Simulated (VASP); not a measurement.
Set up this calculation in VASP 6.6.1, as the native input.

* Task: single point
* Functional: PBEsol
* Potentials or basis: VASP PAW PBE potentials, release 64 (Si, H, C, F)
* Cutoff: 400 eV
* k mesh: 1 × 1 × 1
* Occupations: gaussian, width 0.05 eV
* Spin: no spin polarisation
* Further INCAR settings: LREAL = Auto; ALGO = Normal; EDIFF = 1e-06; NBANDS = 160; ISYM = 0

The structure of Si48H16CF4 lies in POSCAR:

```
Si48H16CF4                              
1.0
    7.6805938572      7.6805938572      0.0000000000
   -7.6805938572      7.6805938572      0.0000000000
    0.0000000000      0.0000000000     23.4276500000
  Si              H               C               F             
    48    16     1     4
Selective dynamics
Direct
     0.6864350492784635    0.3138061933341205    0.4093722559745742   T   T   T
     0.8146044042811919    0.6812832950373656    0.4100774603624947   T   T   T
     0.0486467384086695    0.9515548501855832    0.4276389657007783   T   T   T
     0.3187872212245131    0.1855534043941666    0.4100115547348095   T   T   T
     0.9629574479323540    0.5389060255661933    0.4396076504840357   T   T   T
     0.2054078824538416    0.7947288602475495    0.4257556496568932   T   T   T
     0.4612488585798808    0.0373479272366923    0.4393831163164562   T   T   T
     0.5404948817131829    0.4596193901449232    0.4392588074840266   T   T   T
     0.8752637554225198    0.3903790124247183    0.3772821546831158   T   T   T
     0.8818563103198508    0.8716677563396140    0.3755929915078207   T   T   T
     0.1284322963228762    0.1182203512928181    0.3755430472077119   T   T   T
     0.3880404663810281    0.3767165231821773    0.3780846279112428   T   T   T
     0.1131248558221440    0.6281280565463820    0.3778925685734256   T   T   T
     0.3720933332826649    0.8868496208731692    0.3778754006266185   T   T   T
     0.6098161951184231    0.1250398406364510    0.3771410738008747   T   T   T
     0.6234576223380373    0.6120538725532728    0.3780852389267440   T   T   T
     0.9985850783414898    0.2525352383802105    0.3236661068182623   T   T   T
     0.0035395162596775    0.7497287131490501    0.3127008350094616   T   T   T
     0.2503151607871765    0.9963986614609658    0.3127050053204884   T   T   T
     0.4984137910240150    0.2508002852058729    0.3125308832509124   T   T   T
     0.2490257373413290    0.5007704814263121    0.3251406374023862   T   T   T
     0.4993742380374241    0.7509710617749613    0.3251035837004598   T   T   T
     0.7475853424497104    0.0014716096802894    0.3236489627879126   T   T   T
     0.7493432269871517    0.5015507178089322    0.3125742208961162   T   T   T
     0.8729710204864825    0.1271139929081842    0.2644830178400064   T   T   T
     0.8766485317036280    0.6254206353778133    0.2571096727398590   T   T   T
     0.1239056510363828    0.8760660796332077    0.2558117644599469   T   T   T
     0.3745755511538216    0.1233574639440485    0.2571162073823444   T   T   T
     0.1263885842466925    0.3746859909707336    0.2644044618974207   T   T   T
     0.3731259119761766    0.6268958272772176    0.2651591486631803   T   T   T
     0.6253980416641952    0.8736692417644636    0.2643905988998819   T   T   T
     0.6224175656599733    0.3776729427956950    0.2566816744370017   T   T   T
     0.7502652603057254    0.2497490354458134    0.2026808414392694   T   T   T
     0.7486672596470172    0.7516014199300736    0.2026260170328744   T   T   T
     0.9959556791211241    0.0040660014078238    0.2026288322821369   T   T   T
     0.2483880254609027    0.2513421271218729    0.2026325644215696   T   T   T
     0.0029915590382547    0.4975349641570269    0.2027648324220720   T   T   T
     0.2515275188634082    0.7484676463556617    0.2023085728621435   T   T   T
     0.5024723944095884    0.9970282849155644    0.2027657243199863   T   T   T
     0.4954278962012972    0.5045933777252057    0.2026777380787306   T   T   T
     0.8750000000000000    0.3750000000000000    0.1455075519999980   F   F   F
     0.8750000000000000    0.8750000000000000    0.1455075519999980   F   F   F
     0.1250000000000000    0.1250000000000000    0.1455075519999980   F   F   F
     0.3750000000000000    0.3750000000000000    0.1455075519999980   F   F   F
     0.1250000000000000    0.6250000000000000    0.1455075519999980   F   F   F
     0.3750000000000000    0.8750000000000000    0.1455075519999980   F   F   F
     0.6250000000000000    0.1250000000000000    0.1455075519999980   F   F   F
     0.6250000000000000    0.6250000000000000    0.1455075519999980   F   F   F
     0.9516281893000027    0.2983718106999973    0.1067115139999970   F   F   F
     0.7983718106999973    0.4516281893000027    0.1067115139999970   F   F   F
     0.9516281893000027    0.7983718106999973    0.1067115139999970   F   F   F
     0.7983718106999973    0.9516281893000027    0.1067115139999970   F   F   F
     0.2016281893000027    0.0483718106999973    0.1067115139999970   F   F   F
     0.0483718106999973    0.2016281893000027    0.1067115139999970   F   F   F
     0.4516281893000027    0.2983718106999973    0.1067115139999970   F   F   F
     0.2983718106999973    0.4516281893000027    0.1067115139999970   F   F   F
     0.2016281893000027    0.5483718106999973    0.1067115139999970   F   F   F
     0.0483718106999973    0.7016281893000027    0.1067115139999970   F   F   F
     0.4516281893000027    0.7983718106999973    0.1067115139999970   F   F   F
     0.2983718106999973    0.9516281893000027    0.1067115139999970   F   F   F
     0.7016281893000027    0.0483718106999973    0.1067115139999970   F   F   F
     0.5483718106999973    0.2016281893000027    0.1067115139999970   F   F   F
     0.7016281893000027    0.5483718106999973    0.1067115139999970   F   F   F
     0.5483718106999973    0.7016281893000027    0.1067115139999970   F   F   F
     0.2442139747437561    0.7548966438811655    0.5053264759582723   T   T   T
     0.3277397916188860    0.6597352858978834    0.5090819677565235   T   T   T
     0.2948950987492926    0.8522861422666698    0.5343172732275275   T   T   T
     0.1425347223427360    0.7188798240776825    0.5357952820058681   T   T   T
     0.0095558515382915    0.9908807013333557    0.4924942438613356   T   T   T
```

The cell was built by a generator and needn't be a form met in nature.

One way to write it, as run:

INCAR

```
SYSTEM = Si48H16CF4
  PREC = Accurate
  ENCUT = 400
  EDIFF = 1E-6
  ISMEAR = 0
  SIGMA = 0.05
  LREAL = Auto
  LASPH = .True.
  NELM = 100
  ALGO = Normal
  ISIF = 2
  LWAVE = .False.
  LCHARG = .False.
  GGA = PS
  NBANDS = 160
  ISYM = 0
  NCORE = 4
```

KPOINTS

```
Automatic mesh
0
Gamma
  1 1 1
  0 0 0
```

Potentials or basis: VASP PAW PBE potentials, release 64 (Si, H, C, F).

The run is started by

```bash
$ cat potpaw_PBE.64/Si/POTCAR potpaw_PBE.64/H/POTCAR potpaw_PBE.64/C/POTCAR potpaw_PBE.64/F/POTCAR > POTCAR
$ mpirun -np 8 vasp_gam > vasp.out
```

Results of the run:

```
Largest force          : 0.395 eV/Å
Band gap on the k mesh : 0.44 eV, direct
```

Caveat: the PAW data sets were made with another functional, which shifts forces and pressure a little.

It took 62 s on 8 MPI ranks on AMD EPYC 9R45 (Zen 5), on a shared host, peak memory 0.33 GiB a rank.
